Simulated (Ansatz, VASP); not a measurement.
One calculation of SnPt3, two programs

```
Sn Pt
1.0
     3.97315    0.00000    0.00000
     0.00000    3.97315    0.00000
     0.00000    0.00000    3.97315
Sn Pt
1 3
Direct
  0.00000 0.00000 0.00000
  0.00000 0.50000 0.50000
  0.50000 0.00000 0.50000
  0.50000 0.50000 0.00000
```

Change from the starting cell: volume scaled by 0.98, crystal datasets.

Alike in both runs: task electric field gradients; functional LDA; k mesh 8 × 8 × 8; occupations fermi-dirac, width 0.05 eV; no spin polarisation.

|  | VASP | Ansatz |
| --- | --- | --- |
| version | VASP 6.6.1 | Ansatz 0.2.0 |
| potentials or method | VASP PAW LDA potentials, release 64 (Sn_d, Pt), cutoff 520 eV | all-electron PAW with datasets made for the crystal, scalar-relativistic |

```tsv
	VASP	Ansatz	Ansatz less VASP
pressure (GPa)	2.0	1.2	-0.80
Vzz of the field gradient on the site that differs most (V/Å²)	-149.8	-167.2	-17.32
```

Ansatz ran all-electron here, so the differences hold the error of VASP's frozen core and of both bases. Ansatz warned: «gradients_without_spin_orbit».

The runs have no spin-orbit coupling, so splittings on Pt are missing.
